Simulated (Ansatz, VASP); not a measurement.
One calculation of CuPd, two programs

```
CELL_PARAMETERS angstrom
2.98800 0.00000 0.00000
0.00000 2.98800 0.00000
0.00000 0.00000 2.98800
ATOMIC_POSITIONS crystal
Cu 0.00000 0.00000 0.00000
Pd 0.50000 0.50000 0.50000
```

Alike in both runs: task electric field gradients; functional PBEsol; k mesh 14 × 14 × 14; occupations fermi-dirac, width 0.05 eV; no spin polarisation.

|  | VASP | Ansatz |
| --- | --- | --- |
| version | VASP 6.6.1 | Ansatz 0.2.0 |
| potentials or method | VASP PAW PBE potentials, release 64 (Cu, Pd), cutoff 520 eV | all-electron PAW with datasets made for the crystal, scalar-relativistic |

```csv
,VASP,Ansatz,Ansatz less VASP
pressure (GPa),-4.4,-4.6,-0.23
Vzz of the field gradient on the site that differs most (V/Å²),0.0,0.0,0.00
```

Ansatz ran all-electron here, so the differences hold the error of VASP's frozen core and of both bases. Ansatz warned: «gradients_without_spin_orbit».

Caveats: the PAW data sets were made with another functional, which shifts forces and pressure a little (VASP).
